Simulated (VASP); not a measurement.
# Zn6C (Im-3m) in VASP: notebook

One crystal, Zn6C, is run at these levels: PBE; tasks: band structure.

All numbers are computed with VASP 6.6.1; they aren't measurements. Logs are shortened: lines on timing, memory, paths and dates and some standing lists are left out, and cuts for length are marked.

**1. The crystal as given**

Symmetry: Im-3m, No. 229, cubic system. The conventional cell has a = 6.315 Å, b = 6.315 Å, c = 6.315 Å, α = 90.00°, β = 90.00°, γ = 90.00°. Around Zn (site symmetry 4mm) lie 1 C at 2.02 Å and 1 Zn at 2.27 Å. Around C (site symmetry m-3m) lie 6 Zn at 2.02 Å.

The cell was built by a generator and needn't be a form met in nature.

**2. Band structure, PBE**

Contents of POSCAR:

```
Zn6C
1.0
   -3.1573100000      3.1573100000      3.1573100000
    3.1573100000     -3.1573100000      3.1573100000
    3.1573100000      3.1573100000     -3.1573100000
Zn C
6 1
Direct
    0.0000000000      0.3204500000      0.3204500000
    0.0000000000      0.6795500000      0.6795500000
    0.3204500000      0.0000000000      0.3204500000
    0.6795500000      0.0000000000      0.6795500000
    0.3204500000      0.3204500000      0.0000000000
    0.6795500000      0.6795500000      0.0000000000
    0.0000000000      0.0000000000      0.0000000000
```

Contents of INCAR.step1:

```
SYSTEM = Zn6C
PREC     = Accurate       ! precision mode
ENCUT    = 900            ! plane-wave cutoff, eV
EDIFF    = 1E-7           ! SCF threshold, eV
ISMEAR   = -1             ! smearing method
SIGMA    = 0.05           ! smearing width, eV
LREAL    = .False.        ! projectors in reciprocal space
LASPH    = .True.         ! aspherical terms in the spheres
NELM     = 80             ! most SCF steps
ALGO     = Fast           ! electronic algorithm
ISIF     = 2              ! what is computed and relaxed
LWAVE    = .False.        ! write WAVECAR
LCHARG   = .True.         ! write CHGCAR
GGA      = PE             ! functional
```

Contents of KPOINTS.step1:

```
regular mesh
0
Gamma
  5 5 5
  0 0 0
```

Contents of INCAR.step2:

```
SYSTEM = Zn6C
PREC     = Accurate       ! precision mode
ENCUT    = 900            ! plane-wave cutoff, eV
EDIFF    = 1E-7           ! SCF threshold, eV
ISMEAR   = 0              ! smearing method
SIGMA    = 0.05           ! smearing width, eV
LREAL    = .False.        ! projectors in reciprocal space
LASPH    = .True.         ! aspherical terms in the spheres
NELM     = 80             ! most SCF steps
ALGO     = Fast           ! electronic algorithm
ISIF     = 2              ! what is computed and relaxed
LWAVE    = .False.        ! write WAVECAR
LCHARG   = .False.        ! write CHGCAR
GGA      = PE             ! functional
ICHARG   = 11             ! starting density
```

Contents of KPOINTS.step2:

```
path GHNGPH,PN
10
line-mode
reciprocal
 0.0000000000  0.0000000000  0.0000000000  G
 0.5000000000 -0.5000000000  0.5000000000  H

 0.5000000000 -0.5000000000  0.5000000000  H
 0.0000000000  0.0000000000  0.5000000000  N

 0.0000000000  0.0000000000  0.5000000000  N
 0.0000000000  0.0000000000  0.0000000000  G

 0.0000000000  0.0000000000  0.0000000000  G
 0.2500000000  0.2500000000  0.2500000000  P

 0.2500000000  0.2500000000  0.2500000000  P
 0.5000000000 -0.5000000000  0.5000000000  H

 0.2500000000  0.2500000000  0.2500000000  P
 0.0000000000  0.0000000000  0.5000000000  N
```

Potentials or basis: VASP PAW PBE potentials, release 64 (Zn_sv_GW, C_GW).

Run with:

```bash
> cat potpaw_PBE.64/Zn_sv_GW/POTCAR potpaw_PBE.64/C_GW/POTCAR > POTCAR
> cp INCAR.step1 INCAR
> cp KPOINTS.step1 KPOINTS
> mpirun -np 1 vasp_std > vasp.out
> cp INCAR.step2 INCAR
> cp KPOINTS.step2 KPOINTS
> mpirun -np 1 vasp_std > vasp.out
```

OUTCAR:

```text
SYSTEM = Zn6C
   PREC = Accurate
   ENCUT = 900
   EDIFF = 1E-7
   ISMEAR = 0
   LREAL = .False.
   LASPH = .True.
   NELM = 80
   ISIF = 2
   GGA = PE
   ICHARG = 11

 ion  position               nearest neighbor table
   1  0.000  0.320  0.320-   7 2.02   2 2.27
   2  0.000  0.680  0.680-   7 2.02   1 2.27
   3  0.320  0.000  0.320-   7 2.02   4 2.27
   4  0.680  0.000  0.680-   7 2.02   3 2.27
   5  0.320  0.320  0.000-   7 2.02   6 2.27
   6  0.680  0.680  0.000-   7 2.02   5 2.27
   7  0.000  0.000  0.000-   1 2.02   2 2.02   3 2.02   4 2.02   5 2.02   6 2.02

  LATTYP: Found a body centered cubic cell.
 ALAT       =     6.3146200000

  Lattice vectors:

 A1 = (  -3.1573100000,   3.1573100000,   3.1573100000)
 A2 = (   3.1573100000,  -3.1573100000,   3.1573100000)
 A3 = (   3.1573100000,   3.1573100000,  -3.1573100000)

Analysis of symmetry for initial positions (statically):
=====================================================================
 Subroutine PRICEL returns:
 Original cell was already a primitive cell.

 Routine SETGRP: Setting up the symmetry group for a
 body centered cubic supercell.

 Subroutine GETGRP returns: Found 48 space group operations
 (whereof 48 operations were pure point group operations)
 out of a pool of 48 trial point group operations.

The static configuration has the point symmetry O_h .

Analysis of symmetry for dynamics (positions and initial velocities):
=====================================================================
 Subroutine PRICEL returns:
 Original cell was already a primitive cell.

 Routine SETGRP: Setting up the symmetry group for a
 body centered cubic supercell.

 Subroutine GETGRP returns: Found 48 space group operations
 (whereof 48 operations were pure point group operations)
 out of a pool of 48 trial point group operations.

The dynamic configuration has the point symmetry O_h .

 Subroutine INISYM returns: Found 48 space group operations
 (whereof 48 operations are pure point group operations),
 and found     1 'primitive' translations

----------------------------------------------------------------------------------------

                                     Primitive cell

  volume of cell :     125.8959

  direct lattice vectors                    reciprocal lattice vectors
    -3.157310000  3.157310000  3.157310000     0.000000000  0.158362657  0.158362657
     3.157310000 -3.157310000  3.157310000     0.158362657  0.000000000  0.158362657
     3.157310000  3.157310000 -3.157310000     0.158362657  0.158362657  0.000000000

  length of vectors
     5.468621335  5.468621335  5.468621335     0.223958617  0.223958617  0.223958617

  position of ions in fractional coordinates (direct lattice)
     0.000000000  0.320450000  0.320450000
     0.000000000  0.679550000  0.679550000
     0.320450000  0.000000000  0.320450000
     0.679550000  0.000000000  0.679550000
     0.320450000  0.320450000  0.000000000
     0.679550000  0.679550000  0.000000000
     0.000000000  0.000000000  0.000000000

  ion indices of the primitive-cell ions
   primitive index   ion index
                 1           1
                 2           2
                 3           3
                 4           4
                 5           5
                 6           6
                 7           7

----------------------------------------------------------------------------------------

 KPOINTS: path GHNGPH,PN

Interpolating k-points between supplied coordinates.

 Line segments in fractional coordinates (reciprocal lattice):
    0.000000  0.000000  0.000000  ...  0.500000 -0.500000  0.500000
    0.500000 -0.500000  0.500000  ...  0.000000  0.000000  0.500000
    0.000000  0.000000  0.500000  ...  0.000000  0.000000  0.000000
    0.000000  0.000000  0.000000  ...  0.250000  0.250000  0.250000
    0.250000  0.250000  0.250000  ...  0.500000 -0.500000  0.500000
    0.250000  0.250000  0.250000  ...  0.000000  0.000000  0.500000

 Generated    10 points on each line segment, for a total of     60 k-points:

 Following reciprocal coordinates:
            Coordinates               Weight
  0.000000  0.000000  0.000000      0.016667
  0.055556 -0.055556  0.055556      0.016667
  0.111111 -0.111111  0.111111      0.016667
  0.166667 -0.166667  0.166667      0.016667
  0.222222 -0.222222  0.222222      0.016667
  0.277778 -0.277778  0.277778      0.016667
[... 16 lines left out ...]
  0.000000  0.000000  0.388889      0.016667
  0.000000  0.000000  0.333333      0.016667
 [... further k-points ...]
   k-points           NKPTS =     60   k-points in BZ     NKDIM =     60   number of bands    NBANDS=     74
   number of dos      NEDOS =    301   number of ions     NIONS =      7
   total plane-waves  NPLWV = 157464
   dimension x,y,z NGX =    54 NGY =   54 NGZ =   54
   dimension x,y,z NGXF=   108 NGYF=  108 NGZF=  108
   ions per type =               6   1
   NGX,Y,Z   is equivalent  to a cutoff of  16.42, 16.42, 16.42 a.u.
   NGXF,Y,Z  is equivalent  to a cutoff of  32.83, 32.83, 32.83 a.u.
 SYSTEM =  Zn6C
   PREC   = accura    normal or accurate (medium, high low for compatibility)
   ISTART =      0    job   : 0-new  1-cont  2-samecut
   ICHARG =     11    charge: 1-file 2-atom 10-const
   ISPIN  =      1    spin polarized calculation?
   LNONCOLLINEAR =      F non collinear calculations
   LSORBIT =      F    spin-orbit coupling
   LASPH  =      T    aspherical Exc in radial PAW
   ENCUT  =  900.0 eV  66.15 Ry    8.13 a.u.  13.38 13.38 13.38*2*pi/ulx,y,z
   NELM   =     80;   NELMIN=  2; NELMDL=  0     # of ELM steps
   EDIFF  = 0.1E-06   stopping-criterion for ELM
   LREAL  =      F    real-space projection
   EDIFFG = 0.1E-05   stopping-criterion for IOM
   NSW    =      0    number of steps for IOM
   IBRION =     -1    ionic relax: 0-MD 1-quasi-New 2-CG
   NFREE  =      0    steps in history (QN), initial steepest desc. (CG)
   ISIF   =      2    stress and relaxation
   ISYM   =      2    0-nonsym 1-usesym 2-fastsym
   POTIM  = 0.5000    time-step for ionic-motion
   TEBEG  =    0.0;   TEEND  =   0.0 temperature during run
   PSTRESS=    0.0 pullay stress
   NELECT =     124.0000    total number of electrons
   NUPDOWN=      -1.0000    fix difference up-down
   EMIN   =  10.00;   EMAX   =-10.00  energy-range for DOS
   EFERMI =   0.00;   METHOD = LEGACY
   ISMEAR =     0;   SIGMA  =   0.05  broadening in eV -4-tet -1-fermi 0-gaus
   EFERMI_NEDOS =   21; number of points for ismear=-14 and -15
   IALGO  =     68    algorithm
   IMIX   =      4    mixing-type and parameters
     AMIX     =   0.40;   BMIX     =  1.00
     AMIX_MAG =   1.60;   BMIX_MAG =  1.00
  volume/ion in A,a.u.               =      17.99       121.37
  Fermi-wavevector in a.u.,A,eV,Ry     =   1.628839  3.078059 36.097843  2.653117
  Thomas-Fermi vector in A             =   2.721404
   LORBIT       =      0    0 simple, 1 ext, 2 COOP (PROOUT), +10 PAW based schemes
   GGA     = PE    functional components
   LHFCALC =     F    Hartree Fock is set to
   AEXX    =    0.0000 exact exchange contribution
   IVDW    =     0    specifies the selected vdW correction
   LEPSILON=     F    determine dielectric tensor
   LRPA    =     F    only Hartree local field effects (RPA)
 non-spin polarized calculation
 RMM-DIIS sequential band-by-band and
 Gauss-broadening in eV      SIGMA  =   0.05
  energy-cutoff  :      900.00
  volume of cell :      125.90
 maximum number of plane-waves:      7803
 NGX is ok and might be reduce to    54

 number of electron     124.0000010 magnetization

 Free energy of the ion-electron system (eV)
  ---------------------------------------------------
  ext. energy  EPLUGINS =         0.00000000
  ---------------------------------------------------
  free energy    TOTEN  =       -12.05006238 eV

  energy without entropy =      -12.04822225  energy(sigma->0) =      -12.04914231

 E-fermi :   4.5494     XC(G=0): -10.5099

 val. band max:        4.4763453319   @ k =   0.3889  -0.3889   0.5000
 cond. band min:       4.5657474666   @ k =   0.1389   0.1389   0.3611
 fundamental gap:      0.0894021347
 Fermi energy:         4.5494442087

 k-point     1 :       0.0000    0.0000    0.0000
  band No.  band energies     occupation
      1    -122.5401      2.00000
      2    -122.5394      2.00000
      3    -122.5394      2.00000
      4    -122.5326      2.00000
      5    -122.5326      2.00000
      6    -122.5326      2.00000
[... 66 lines left out ...]
     73      15.5007      0.00000
     74      15.3929      0.00000

 k-point     2 :       0.0556   -0.0556    0.0556
  band No.  band energies     occupation
      1    -122.5401      2.00000
      2    -122.5394      2.00000
      3    -122.5394      2.00000
      4    -122.5326      2.00000
      5    -122.5326      2.00000
      6    -122.5326      2.00000
[... 66 lines left out ...]
     73      15.0409      0.00000
     74      14.7020      0.00000

 k-point     3 :       0.1111   -0.1111    0.1111
  band No.  band energies     occupation
      1    -122.5400      2.00000
      2    -122.5395      2.00000
      3    -122.5394      2.00000
      4    -122.5326      2.00000
      5    -122.5326      2.00000
      6    -122.5326      2.00000
[... 1606 lines left out ...]
     73      15.6588      0.00000
     74      14.5907      0.00000

 k-point    24 :       0.0000    0.0000    0.3333
  band No.  band energies     occupation
      1    -122.5398      2.00000
      2    -122.5396      2.00000
      3    -122.5395      2.00000
      4    -122.5328      2.00000
      5    -122.5326      2.00000
      6    -122.5324      2.00000
[... 66 lines left out ...]
     73      15.1945      0.00000
     74      14.3553      0.00000

 [... further k-points ...]

------------------------ aborting loop because EDIFF is reached ----------------------------------------

  FORCE on cell =-STRESS in cart. coord.  units (eV):
  Direction    XX          YY          ZZ          XY          YZ          ZX
  --------------------------------------------------------------------------------------
  -------------------------------------------------------------------------------------
  Total       11.0891078     11.0891078     11.0891078      0.0000000     -0.0000000      0.0000000
  in kB      141.1222598    141.1222598    141.1222598      0.0000000     -0.0000000      0.0000000
  external PRESSURE =     141.1222598 kB  Pullay stress =       0.0000000 kB

 VOLUME and BASIS-vectors are now :
 -----------------------------------------------------------------------------
  energy-cutoff  :      900.00
  volume of cell :      125.90
      direct lattice vectors                 reciprocal lattice vectors
    -3.157310000  3.157310000  3.157310000     0.000000000  0.158362657  0.158362657
     3.157310000 -3.157310000  3.157310000     0.158362657  0.000000000  0.158362657
     3.157310000  3.157310000 -3.157310000     0.158362657  0.158362657  0.000000000

 POSITION                                       TOTAL-FORCE (eV/Angst)
 -----------------------------------------------------------------------------------
      2.02352      0.00000      0.00000        -0.034411      0.000000      0.000000
      4.29110      0.00000      0.00000         0.034411      0.000000      0.000000
      0.00000      2.02352      0.00000         0.000000     -0.034411      0.000000
      0.00000      4.29110      0.00000         0.000000      0.034411      0.000000
      0.00000      0.00000      2.02352         0.000000      0.000000     -0.034411
      0.00000      0.00000      4.29110        -0.000000     -0.000000      0.034411
      0.00000      0.00000      0.00000         0.000000      0.000000      0.000000
 -----------------------------------------------------------------------------------
    total drift:                                0.000000      0.000000      0.000000

  FREE ENERGIE OF THE ION-ELECTRON SYSTEM (eV)
  ---------------------------------------------------
  free  energy   TOTEN  =       -12.0500623798 eV

  energy  without entropy=      -12.0482222453  energy(sigma->0) =      -12.04914231
```

It took 62 min on 1 thread of Intel Xeon 6975P-C (Granite Rapids), shared host; peak memory 1 GiB.

What came out:

```yaml
Band_gap_along_the_path: none (metal or under the smearing width)
```

Levels at the corners of the path, in eV from the Fermi level:
| point | band 57 | band 58 | band 59 | band 60 | band 61 | band 62 | band 63 | band 64 | band 65 | band 66 |
| --- | --- | --- | --- | --- | --- | --- | --- | --- | --- | --- |
| Γ | -4.49 | -4.49 | -4.49 | -2.04 | -2.04 | 0.50 | 0.50 | 0.50 | 0.74 | 0.74 |
| H | -5.75 | -5.75 | -4.64 | -4.64 | -1.64 | 0.57 | 0.57 | 0.57 | 3.03 | 3.03 |
| H | -5.75 | -5.75 | -4.64 | -4.64 | -1.64 | 0.57 | 0.57 | 0.57 | 3.03 | 3.04 |
| N | -4.68 | -4.58 | -4.44 | -2.41 | -1.84 | -1.56 | 0.48 | 1.76 | 2.24 | 2.82 |
| N | -4.68 | -4.58 | -4.44 | -2.41 | -1.84 | -1.56 | 0.48 | 1.76 | 2.23 | 2.83 |
| Γ | -4.49 | -4.49 | -4.49 | -2.04 | -2.04 | 0.50 | 0.50 | 0.50 | 0.74 | 0.74 |
| Γ | -4.49 | -4.49 | -4.49 | -2.04 | -2.04 | 0.50 | 0.50 | 0.50 | 0.74 | 0.74 |
| P | -5.63 | -5.63 | -2.52 | -2.52 | -2.52 | -0.02 | 1.71 | 1.71 | 1.71 | 2.11 |
| P | -5.63 | -5.63 | -2.52 | -2.52 | -2.52 | -0.02 | 1.71 | 1.71 | 1.71 | 2.11 |
| H | -5.75 | -5.75 | -4.64 | -4.64 | -1.64 | 0.57 | 0.57 | 0.57 | 3.03 | 3.04 |
| P | -5.63 | -5.63 | -2.52 | -2.52 | -2.52 | -0.02 | 1.71 | 1.71 | 1.71 | 2.11 |
| N | -4.68 | -4.58 | -4.44 | -2.41 | -1.84 | -1.56 | 0.48 | 1.76 | 2.23 | 2.81 |

Caveat: the log is that of the step along the path at fixed density, whose energy, stress, charges and moments have no meaning.

**3. Band structure, PBE**

POSCAR is that of step 2.

INCAR.step1 is that of step 2.

KPOINTS.step1 is that of step 2.

INCAR.step2 is that of step 2.

KPOINTS.step2 is that of step 2.

Potentials or basis: VASP PAW PBE potentials, release 64 (Zn_GW, C_GW).

Run with:

```bash
> cat potpaw_PBE.64/Zn_GW/POTCAR potpaw_PBE.64/C_GW/POTCAR > POTCAR
> cp INCAR.step1 INCAR
> cp KPOINTS.step1 KPOINTS
> mpirun -np 1 vasp_std > vasp.out
> cp INCAR.step2 INCAR
> cp KPOINTS.step2 KPOINTS
> mpirun -np 1 vasp_std > vasp.out
```

It took 17 min on 1 thread of Intel Xeon 6975P-C (Granite Rapids), shared host; peak memory 0.77 GiB.

It converged, with:

```yaml
Band_gap_along_the_path: none (metal or under the smearing width)
```

Levels at the corners of the path, in eV from the Fermi level:
```
point  band 33  band 34  band 35  band 36  band 37  band 38  band 39  band 40  band 41  band 42
    Γ    -4.51    -4.51    -4.51    -2.03    -2.03     0.50     0.50     0.50     0.73     0.73
    H    -5.76    -5.76    -4.64    -4.64    -1.63     0.57     0.57     0.57     3.02     3.02
    H    -5.76    -5.76    -4.64    -4.64    -1.63     0.57     0.57     0.57     3.02     3.02
    N    -4.69    -4.57    -4.45    -2.41    -1.83    -1.56     0.48     1.76     2.22     2.80
    N    -4.69    -4.57    -4.45    -2.41    -1.83    -1.56     0.48     1.76     2.22     2.80
    Γ    -4.51    -4.51    -4.51    -2.03    -2.03     0.50     0.50     0.50     0.73     0.73
    Γ    -4.51    -4.51    -4.51    -2.03    -2.03     0.50     0.50     0.50     0.73     0.73
    P    -5.64    -5.64    -2.53    -2.53    -2.53    -0.03     1.71     1.71     1.71     2.10
    P    -5.64    -5.64    -2.53    -2.53    -2.53    -0.03     1.71     1.71     1.71     2.10
    H    -5.76    -5.76    -4.64    -4.64    -1.63     0.57     0.57     0.57     3.02     3.02
    P    -5.64    -5.64    -2.53    -2.53    -2.53    -0.03     1.71     1.71     1.71     2.10
    N    -4.69    -4.57    -4.45    -2.41    -1.83    -1.56     0.48     1.76     2.22     2.80
```

Caveat: the log is that of the step along the path at fixed density, whose energy, stress, charges and moments have no meaning.

(Part 1 of 2 ends here.)
